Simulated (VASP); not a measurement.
Energy against volume of KTaO3 (cubic perovskite). Level of theory: vdW-DF2, VASP's PBE PAW potentials (set 64) (plane waves; VASP). Settings: 520 eV cut-off, 6×6×6 Γ-centred mesh, Gaussian smearing of 0.050 eV, potentials K_sv Ta_pv O.

```csv
V (Å³/atom),E (eV/atom)
12.759,-6.22712
13.167,-6.25020
13.574,-6.25740
13.981,-6.25111
```

Question: Fit these four points and predict the energy of the run at 14.388 Å³/atom.

Answer: A cubic in V^(−2/3), the third-order Birch-Murnaghan form, passes through the four points with V0 = 13.58 Å³/atom and B0 = 177 GPa, and gives -6.2333 eV/atom there. The run gave -6.2334 eV/atom, -0.2 meV/atom from the fit; all five points give B0 = 176 GPa.

The compound is KTaO3 in the cubic perovskite structure. It was relaxed first, which changed the volume by +7 %.
